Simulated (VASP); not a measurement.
VASP input:

INCAR:
```
! general
SYSTEM=Al
PREC  =Accurate
ENCUT =400
LREAL =.False.
LASPH =.True.   ! aspherical one-centre terms

! electronic loop
EDIFF =1E-7
NELM  =100
ALGO  =Normal

! smearing
ISMEAR=-5   ! tetrahedra, Bloechl

! ions
ISIF  =2   ! forces and stress, cell fixed

! output
LWAVE =.False.
LCHARG=.True.
LORBIT=11   ! lm-projected
NEDOS =601
```

### KPOINTS
```
Automatic mesh
0
Gamma
18 18 18
0 0 0
```

### POSCAR
```
Al
1.0
  0.0000000000   1.9901685717   1.9901685717
  1.9901685717   0.0000000000   1.9901685717
  1.9901685717   1.9901685717   0.0000000000
Al
1
Cart
  0.0000000000   0.0000000000   0.0000000000
```

POTCAR, in this order: Al (LDA.64 set). Program: vasp_std.

Task: Write an equivalent input for Ansatz.

Result: One equivalent input (not run):
Ansatz 0.2 input:
```yaml
crystal:
  lattice:
    - [0.0000000, 1.9901686, 1.9901686]
    - [1.9901686, 0.0000000, 1.9901686]
    - [1.9901686, 1.9901686, 0.0000000]
  atoms:
    - { symbol: Al, position: [0.0000000, 0.0000000, 0.0000000] }
kpoints:
  mp_grid: { grid: [18, 18, 18] }
hamiltonian:
  xc: lda
  pseudopotentials: { kind: paw }
scf:
  occupations: { method: tetrahedron }
  max_iter: 100
output: { forces: true, stress: true, eigenvalues: true }
```
The two are equivalent in intent, not identical: each code has its own PAW files, so the cut-off isn't converted (ENCUT is set for VASP's; basis.ecutwfc is left out, and Ansatz then takes the one that its files recommend); Ansatz stops its SCF on the density residual and VASP on the energy change (EDIFF); Ansatz's lda is the Perdew-Wang form, while the LDA potentials of VASP carry Perdew-Zunger's.

The structure comes from a computed database's Al entry (Fm-3m); how it stands against other phases isn't given here. It was relaxed first.
